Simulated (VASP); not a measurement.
Given:

```
CELL_PARAMETERS angstrom
      1.47202    -2.54961     0.00000
      1.47202     2.54961     0.00000
      0.00000     0.00000     4.66790
ATOMIC_POSITIONS crystal
  Ti 0.33333 0.66667 0.25000
  Ti 0.66667 0.33333 0.75000
```

All values below come from TPSS meta-GGA, VASP's PBE PAW potentials (set 64) (plane waves; VASP 6.6.1). Run with 520 eV cut-off, 14×14×8 Γ-centred mesh, first-order Methfessel-Paxton smearing of 0.10 eV, potentials Ti_sv.

Problem. Give the stress tensor in GPa (positive for a compressed cell).

Solution. 
```
-3.36   0.00   0.00
 0.00  -3.36   0.00
 0.00   0.00  -3.47
```
The pressure is its mean diagonal, -3.40 GPa.

The compound is Ti in the hcp structure. This cell is one point of a volume scan, at 1.03 of the reference volume.
